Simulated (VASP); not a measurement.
Computed with revTPSS meta-GGA, VASP's PBE PAW potentials (set 64) (plane waves; VASP).

VASP ran on this input.

**KPOINTS**
```
Regular mesh
0
Gamma
  8 8 8
```

**POSCAR**
```
GaSb
1
    0.0000000000     3.0302157952     3.0302157952
    3.0302157952     0.0000000000     3.0302157952
    3.0302157952     3.0302157952     0.0000000000
Ga Sb
1 1
Direct
  0.0000000000   0.0000000000   0.0000000000
  0.2500000000   0.2500000000   0.2500000000
```

### INCAR
```
# general
SYSTEM  = GaSb
PREC    = Accurate
ENCUT   = 520   # plane-wave cut-off (eV)
LREAL   = .FALSE.   # projection in real space or not
LASPH   = .TRUE.   # aspherical one-centre terms

# electronic loop
EDIFF   = 1E-7   # SCF stop (eV)
NELM    = 100
ALGO    = Normal   # blocked Davidson
LMAXMIX = 4
LMIXTAU = .TRUE.

# smearing
ISMEAR  = 0   # Gaussian
SIGMA   = 0.05   # width (eV)

# functional
METAGGA = RTPSS

# ions
ISIF    = 2   # forces and stress, cell fixed

# output
LWAVE   = .FALSE.
LCHARG  = .FALSE.
```

POTCAR, in this order: Ga_d Sb (PBE.64 set). Program: vasp_std.

The resulting files:

OSZICAR:
```
       N       E                     dE             d eps       ncg     rms          rms(c)
DAV:   1     0.101757976978E+03    0.10176E+03   -0.90088E+03   762   0.175E+03
DAV:   2     0.222262962606E+02   -0.79532E+02   -0.76657E+02   794   0.318E+02
DAV:   3     0.164780246090E+02   -0.57483E+01   -0.56897E+01   994   0.785E+01
DAV:   4     0.163800128913E+02   -0.98012E-01   -0.97983E-01   851   0.117E+01
DAV:   5     0.163773652748E+02   -0.26476E-02   -0.26476E-02  1035   0.164E+00    0.365E+00
DAV:   6     0.173584543909E+02    0.98109E+00   -0.28640E+00   794   0.200E+01    0.227E+00
DAV:   7     0.174864445355E+02    0.12799E+00   -0.25452E-01   894   0.516E+00    0.122E+00
DAV:   8     0.181214766674E+02    0.63503E+00   -0.10767E+00   754   0.139E+01    0.498E-01
DAV:   9     0.176286067671E+02   -0.49287E+00   -0.42847E-01   754   0.932E+00    0.451E-01
DAV:  10     0.174384180645E+02   -0.19019E+00   -0.49455E-02   784   0.292E+00    0.241E-01
DAV:  11     0.174144228973E+02   -0.23995E-01   -0.32292E+03   754   0.954E+04    0.129E-01
DAV:  12     0.173260112607E+02   -0.88412E-01   -0.27398E-01   754   0.660E+00    0.169E-01
DAV:  13     0.173331512548E+02    0.71400E-02   -0.33846E-03   839   0.749E-01    0.154E-01
DAV:  14     0.173116575610E+02   -0.21494E-01   -0.95769E-03   754   0.830E-01    0.780E-02
DAV:  15     0.173112731344E+02   -0.38443E-03   -0.11438E-03   869   0.403E-01    0.460E-02
DAV:  16     0.173112528916E+02   -0.20243E-04   -0.17303E-04  1074   0.212E-01    0.316E-02
DAV:  17     0.173112068899E+02   -0.46002E-04   -0.92798E-05   775   0.125E-01    0.225E-02
DAV:  18     0.173111931067E+02   -0.13783E-04   -0.32798E-05   764   0.583E-02    0.171E-02
DAV:  19     0.173111848277E+02   -0.82790E-05   -0.76055E-06   879   0.365E-02    0.863E-03
DAV:  20     0.173111828168E+02   -0.20109E-05   -0.22013E-05   754   0.510E-02    0.535E-03
DAV:  21     0.173111743417E+02   -0.84751E-05   -0.57616E-06   754   0.274E-02    0.241E-03
DAV:  22     0.173111729565E+02   -0.13852E-05   -0.79086E-07   799   0.869E-03    0.152E-03
DAV:  23     0.173111728390E+02   -0.11755E-06   -0.10290E-06   832   0.139E-02    0.342E-04
DAV:  24     0.173111726284E+02   -0.21057E-06   -0.10664E-07   580   0.395E-03    0.410E-04
DAV:  25     0.173111726305E+02    0.20859E-08   -0.33124E-08   527   0.213E-03
   1 F= 0.17311173E+02 E0= 0.17311173E+02  d E =-.102050E-10
```

File OUTCAR:
```
------------------------ aborting loop because EDIFF is reached ----------------------------------------
  FORCE on cell =-STRESS in cart. coord.  units (eV):
  Direction    XX          YY          ZZ          XY          YZ          ZX
  --------------------------------------------------------------------------------------
  Total        0.5812638      0.5812638      0.5812638      0.0000000      0.0000000     -0.0000000
  in kB       16.7352879     16.7352879     16.7352879      0.0000000      0.0000000     -0.0000000
  external PRESSURE =      16.7352879 kB  Pullay stress =       0.0000000 kB
  volume of cell :       55.65
      direct lattice vectors                 reciprocal lattice vectors
     0.000000000  3.030215795  3.030215795    -0.165004750  0.165004750  0.165004750
     3.030215795  0.000000000  3.030215795     0.165004750 -0.165004750  0.165004750
     3.030215795  3.030215795  0.000000000     0.165004750  0.165004750 -0.165004750
  FREE ENERGIE OF THE ION-ELECTRON SYSTEM (eV)
  ---------------------------------------------------
  free  energy   TOTEN  =        17.3111726305 eV

  energy  without entropy=       17.3111726305  energy(sigma->0) =       17.31117263
```
(Selected blocks of OUTCAR.)

The compound is GaSb in the zinc blende structure. This cell is one point of a volume scan, at 0.97 of the reference volume.
